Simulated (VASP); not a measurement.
Consider the following.

```xyz
1
Lattice="0.0000 2.0109 2.0109 2.0109 0.0000 2.0109 2.0109 2.0109 0.0000" Properties=species:S:1:pos:R:3 pbc="T T T"
Al     0.0000     0.0000     0.0000
```

Computed with r2SCAN meta-GGA, VASP's PBE PAW potentials (set 64) (plane waves; VASP). Run with 520 eV cut-off, 16×16×16 Γ-centred mesh, first-order Methfessel-Paxton smearing of 0.10 eV, potentials Al.

Q: Give the stress tensor in GPa (positive for a compressed cell).

A: 
```
-2.13   0.00   0.00
 0.00  -2.13   0.00
 0.00   0.00  -2.13
```
The pressure is its mean diagonal, -2.13 GPa.

The compound is Al in the fcc structure. This cell is one point of a volume scan, at 1.03 of the reference volume.
